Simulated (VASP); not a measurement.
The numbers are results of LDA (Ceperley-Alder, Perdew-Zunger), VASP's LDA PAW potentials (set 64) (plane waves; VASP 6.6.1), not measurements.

VASP input:

KPOINTS:
```
Automatic mesh
0
Gamma
9 9 5
0 0 0
```

### INCAR
```
! general
SYSTEM =AlN
PREC   =Accurate
ENCUT  =620   ! plane-wave cut-off (eV)
LREAL  =.FALSE.   ! projection in real space or not
LASPH  =.TRUE.

! electronic loop
EDIFF  =1E-6
NELM   =100   ! most electronic steps
ALGO   =Normal   ! blocked Davidson

! smearing
ISMEAR =0
SIGMA  =0.05   ! width (eV)

! ions
IBRION =2   ! conjugate gradients
NSW    =40
ISIF   =3
EDIFFG =-0.02   ! ionic stop
PSTRESS=300

! output
LWAVE  =.FALSE.
LCHARG =.FALSE.
```

POSCAR:
```
AlN
1
    1.4940318575    -2.5877390719     0.0000000000
    1.4940318575     2.5877390719    -0.0000000000
    0.0000000000    -0.0000000000     4.7231393396
Al N
2 2
Direct
  0.6666670000   0.3333330000   0.4980193205
  0.3333330000   0.6666670000   0.9980193205
  0.6666670000   0.3333330000   0.8839806795
  0.3333330000   0.6666670000   0.3839806795
```

POTCAR, in this order: Al N (LDA.64 set). Program: vasp_std.

Output of the run:

### OUTCAR
```
 ion  position               nearest neighbor table
   1  0.667  0.333  0.498-   4 1.81   4 1.81   4 1.81   3 1.82   2 2.92   2 2.92   2 2.92   2 2.92
                             2 2.92   2 2.92
   2  0.333  0.667  0.998-   3 1.81   3 1.81   3 1.81   4 1.82   1 2.92   1 2.92   1 2.92   1 2.92
                             1 2.92   1 2.92
   3  0.667  0.333  0.884-   2 1.81   2 1.81   2 1.81   1 1.82
   4  0.333  0.667  0.384-   1 1.81   1 1.81   1 1.81   2 1.82
  LATTYP: Found a hexagonal cell.
 ALAT       =     2.9880637034
 C/A-ratio  =     1.5806688908
 Subroutine PRICEL returns:
 Original cell was already a primitive cell.
 Subroutine GETGRP returns: Found 12 space group operations
The static configuration has the point symmetry C_3v.
 The point group associated with its full space group is C_6v.
The dynamic configuration has the point symmetry C_3v.
 Subroutine INISYM returns: Found 12 space group operations
 Subroutine IBZKPT returns following result:
 Found     36 irreducible k-points:

 Following reciprocal coordinates:
            Coordinates               Weight
  0.000000  0.000000  0.000000      1.000000
  0.111111  0.000000  0.000000      6.000000
  0.222222  0.000000  0.000000      6.000000
...
```

**OSZICAR**
```
       N       E                     dE             d eps       ncg     rms          rms(c)
DAV:   1     0.584814688463E+02    0.58481E+02   -0.87434E+03   864   0.140E+03
DAV:   2    -0.342653512124E+02   -0.92747E+02   -0.84488E+02  1236   0.234E+02
DAV:   3    -0.381383599424E+02   -0.38730E+01   -0.38526E+01  1132   0.526E+01
DAV:   4    -0.381660470384E+02   -0.27687E-01   -0.27677E-01   984   0.519E+00
DAV:   5    -0.381663405246E+02   -0.29349E-03   -0.29348E-03  1104   0.537E-01    0.133E+01
DAV:   6    -0.326149016360E+02    0.55514E+01   -0.18141E+01   992   0.335E+01    0.478E+00
DAV:   7    -0.325177330912E+02    0.97169E-01   -0.70202E-01  1020   0.635E+00    0.295E+00
DAV:   8    -0.324636217631E+02    0.54111E-01   -0.77832E-02   956   0.279E+00    0.370E-01
DAV:   9    -0.324593453818E+02    0.42764E-02   -0.12283E-02  1052   0.840E-01    0.201E-01
DAV:  10    -0.324594570240E+02   -0.11164E-03   -0.53012E-04   976   0.190E-01    0.101E-01
DAV:  11    -0.324594223290E+02    0.34695E-04   -0.67791E-05  1032   0.760E-02    0.181E-02
DAV:  12    -0.324594220976E+02    0.23137E-06   -0.91016E-07   588   0.860E-03
   1 F= -.25621065E+02 E0= -.25621065E+02  d E =-.256211E+02
```

OUTCAR:
```
------------------------ aborting loop because EDIFF is reached ----------------------------------------
  FORCE on cell =-STRESS in cart. coord.  units (eV):
  Direction    XX          YY          ZZ          XY          YZ          ZX
  --------------------------------------------------------------------------------------
  Total        6.8497475      6.8497474      6.7847177      0.0000000      0.0000000      0.0000000
  in kB      300.4997055    300.4997024    297.6468374      0.0000000      0.0000000      0.0000000
  external PRESSURE =      -0.4512515 kB  Pullay stress =     300.0000000 kB
  volume of cell :       36.52
      direct lattice vectors                 reciprocal lattice vectors
     1.494031858 -2.587739072  0.000000000     0.334664885 -0.193218863  0.000000000
     1.494031858  2.587739072  0.000000000     0.334664885  0.193218863  0.000000000
     0.000000000  0.000000000  4.723139340     0.000000000  0.000000000  0.211723586
  FREE ENERGIE OF THE ION-ELECTRON SYSTEM (eV)
  ---------------------------------------------------
  free  energy   TOTEN  =       -32.4594220976 eV

  energy  without entropy=      -32.4594220976  energy(sigma->0) =      -32.45942210
  enthalpy is  TOTEN    =       -25.6210651323 eV   P V=        6.8383569653

 reached required accuracy - stopping structural energy minimisation
```
(Selected blocks of OUTCAR.)

The compound is AlN in the wurtzite structure. It was relaxed first under an external pressure of 30 GPa.
